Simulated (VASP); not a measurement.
A run of VASP 6.6.1:

INCAR

```
ALGO     = Normal         # electronic algorithm
EDIFF    = 1E-7           # SCF threshold, eV
ENCUT    = 520            # plane-wave cutoff, eV
GGA      = PS             # functional
ISIF     = 2              # what is computed and relaxed
ISMEAR   = -1             # smearing method
ISPIN    = 2              # spin polarisation
LASPH    = True           # aspherical terms in the spheres
LCHARG   = False          # write CHGCAR
LDAU     = True           # DFT+U
LDAUJ    = 0 0 0        
LDAUL    = -1 2 -1        # shell
LDAUPRINT= 1            
LDAUTYPE = 2            
LDAUU    = 0 2.5 0        # U, eV
LEFG     = True         
LMAXMIX  = 4              # l up to which the mixer works
LORBIT   = 11             # projections on sites
LREAL    = False          # projectors in reciprocal space
LWAVE    = False          # write WAVECAR
MAGMOM   = 0 0 0 1 0 0 0 0 0 0 # initial moments
NELM     = 120            # most SCF steps
PREC     = Accurate       # precision mode
SIGMA    = 0.05           # smearing width, eV
```

The input KPOINTS:

```
k-points
0
Gamma
  8 8 8
```

The input POSCAR:

```
K3RuF6
1.0
   -3.1183359129      3.1183359129      4.4780561800
    3.1183359129     -3.1183359129      4.4780561800
    3.1183359129      3.1183359129     -4.4780561800
K Ru F
3 1 6
Direct
    0.2500000000      0.7500000000      0.5000000000
    0.7500000000      0.2500000000      0.5000000000
    0.5000000000      0.5000000000      0.0000000000
    0.0000000000      0.0000000000      0.0000000000
    0.2274654100      0.2274654100      0.0000000000
    0.2237483300      0.7762516700      0.0000000000
    0.7725345900      0.7725345900      0.0000000000
    0.2237483300      0.2237483300      0.4474966600
    0.7762516700      0.7762516700      0.5525033400
    0.7762516700      0.2237483300      0.0000000000
```

Potentials or basis: VASP PAW PBE potentials, release 64 (K_sv, Ru_pv, F).

Run with:

```console
$ cat potpaw_PBE.64/K_sv/POTCAR potpaw_PBE.64/Ru_pv/POTCAR potpaw_PBE.64/F/POTCAR > POTCAR
$ mpirun -np 1 vasp_std > vasp.out
```

Hardware: 1 thread of Intel(R) Xeon(R) Platinum 8488C (Sapphire Rapids), with other jobs on the host.

Problem. Estimate the wall time of this run.

Solution. Wall time 22 min on 1 thread of Intel(R) Xeon(R) Platinum 8488C (Sapphire Rapids), on a shared host, peak memory 0.9 GiB. Counts: scf iterations 18, k points 59.
